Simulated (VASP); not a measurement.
# PmO: single point with PBE

Crystal: PmO.

```xyz
2
Lattice="3.1559 0.0000 0.0000 -1.5780 2.7331 0.0000 0.0000 0.0000 3.0800" Properties=species:S:1:pos:R:3 pbc="T T T"
Pm    0.0000    0.0000    0.0000
O     1.5780    0.9110    1.5400
```

The cell comes from a database or a generator and needn't be the stable form of this composition.

```yaml
Program: VASP 6.6.1
Task: single point
Functional: PBE
Potentials_or_basis: VASP PAW PBE potentials, release 64 (Pm, O)
Cutoff: 520 eV
k_mesh: 7 × 7 × 6
Occupations: gaussian, width 0.05 eV
Spin: collinear spin, ferromagnetic start
Starting_moments: "[4.0, 0.0] μB"
Further_INCAR_settings: ALGO = Normal; EDIFF = 1e-06
```

```yaml
Pressure: 30.4 GPa
Band_gap_on_the_k_mesh: none (metal or under the smearing width)
Net_moment: 4.91 μB per cell
Site_moments: Pm +4.54; O -0.07 μB
Valence_electrons_inside_the_program's_atomic_spheres: Pm 12.68; O 5.05
```

Stress tensor (GPa, compression positive):
```
32.54  0.00  0.00
 0.00 32.54  0.00
 0.00  0.00 25.99
```

Levels at points of the mesh, in eV from the Fermi level:
Spin up:
```
           k point  band 9  band 10  band 11  band 12  band 13  band 14  band 15  band 16
(0.00, 0.00, 0.00)   -2.13    -0.89    -0.28    -0.28    -0.08     0.05     0.05     0.06
(0.00, 0.00, 0.50)   -0.84    -0.71    -0.07     0.06     0.06     0.35     0.35     2.19
```
Spin down:
| k point | band 5 | band 6 | band 7 | band 8 | band 9 | band 10 | band 11 | band 12 |
| --- | --- | --- | --- | --- | --- | --- | --- | --- |
| (0.00, 0.00, 0.00) | -16.56 | -4.76 | -4.76 | -3.73 | -0.72 | 1.22 | 2.70 | 2.70 |
| (0.00, 0.00, 0.50) | -15.06 | -6.48 | -4.85 | -4.85 | 1.71 | 2.68 | 3.19 | 3.19 |

Wall time 19 s on 1 thread of Intel(R) Xeon(R) 6975P-C (Granite Rapids), on a shared host, peak memory 0.17 GiB.

Caveat: the magnetic or orbital state may not be the lowest; a pressure of tens of GPa on the cell as given is suspect, and the run, the potentials or the cell itself is likely at fault; spin-orbit coupling is left out, which moves the levels of the heavy elements; without U or exact exchange the open f shell lies at the Fermi level, which spoils levels, moments and volumes. The state reached can hang on the start; a lower one may exist.
